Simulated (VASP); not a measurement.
A convergence study with VASP on Zr (space group no. 194 when undisturbed): one setting is varied, all else stays as given below, so the limit is that of these other settings. One atom is moved off its site, so that forces are finite.

```
Zr
1.0
    1.62308    -2.81125     0.00000
    1.62308     2.81125     0.00000
    0.00000     0.00000     5.17575
Zr
2
Cartesian
  1.62308   0.93708   1.34394
  1.62308  -0.93708   3.88181
```

Computed with PBE GGA, VASP's PBE PAW potentials (set 64) (plane waves; VASP). The tightest run used: 300 eV cut-off, 21×21×11 Γ-centred mesh, Gaussian smearing of 0.10 eV, potentials Zr_sv.

| setting | E (eV/atom) | pressure (GPa) | largest force (eV/Å) | irreducible k-points |
|---|---|---|---|---|
| 2×2×1 mesh | -8.8841 | -5.21 | 0.327 | 2 |
| 2×2×2 mesh | -9.0424 | -11.32 | 0.582 | 4 |
| 3×3×2 mesh | -8.5587 | -2.38 | 0.119 | 6 |
| 4×4×2 mesh | -8.4755 | -0.90 | 0.176 | 8 |
| 4×4×3 mesh | -8.4730 | -0.59 | 0.239 | 9 |
| 5×5×3 mesh | -8.5080 | -1.24 | 0.242 | 12 |
| 6×6×3 mesh | -8.4743 | -0.92 | 0.150 | 17 |

Problem. These are the cheaper rows. Estimate the results at 21×21×11 mesh, and how far the last row shown lies from them.

Solution. 
| quantity | tightest run | last row shown is off by |
|---|---|---|
| E (eV/atom) | -8.5087 | 0.0344 |
| pressure (GPa) | -1.41 | 0.49 |
| largest force (eV/Å) | 0.197 | -0.047 |

VASP warned of too few bands at 2×2×2 mesh.

Left out are rungs that failed or repeat a setting and relaxations that didn't move; long series are thinned to 24 rows.

The structure is a typed Zr crystal (space group no. 194). The cell was not relaxed at this level, it is distorted from the ideal structure.
